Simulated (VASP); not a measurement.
## SiO under changes of volume

One of the cells (11.279 Å³/atom); the others are scaled copies at fixed shape and fractional positions:

```
Si O
1.0
     2.82556    0.00000    0.00000
     0.00000    2.82556    0.00000
     0.00000    0.00000    2.82556
Si O
1 1
Direct
  0.00000 0.00000 0.00000
  0.50000 0.50000 0.50000
```

The cell was built by a generator and needn't be a form met in nature.

```yaml
Program: VASP 6.6.1
Functional: r2SCAN
Potentials_or_basis: VASP PAW PBE potentials, release 64 (Si, O)
Cutoff: 520 eV
k_mesh: 9 × 9 × 9
Occupations: fermi-dirac, width 0.05 eV
Spin: no spin polarisation
```

```tsv
volume (Å³/atom)	energy over the lowest point (meV/atom)	pressure (GPa)
10.395	15.18	8.4
10.616	5.44	5.2
10.837	0.00	2.2
11.279	0.68	-3.0
11.500	?	?
11.722	14.55	-7.2
```

Question: What does the run at 11.500 Å³/atom give?

Answer: Energy over the lowest point 6.12 meV/atom; pressure -5.2 GPa.

Worked out: A Birch-Murnaghan fit of order 3 (a polynomial in V^(-2/3)) to the other rows has its minimum at 11.03 Å³/atom with B0 = V·E''(V) = 132 GPa and B' = 3.6. It gives 6.09 meV/atom at 11.500 Å³/atom, against the run's 6.12, and -dE/dV = -5.0 GPa, against -5.2.

Energies are extrapolated to zero smearing.

Caveats: the PAW data sets were made with another functional, which shifts forces and pressure a little.
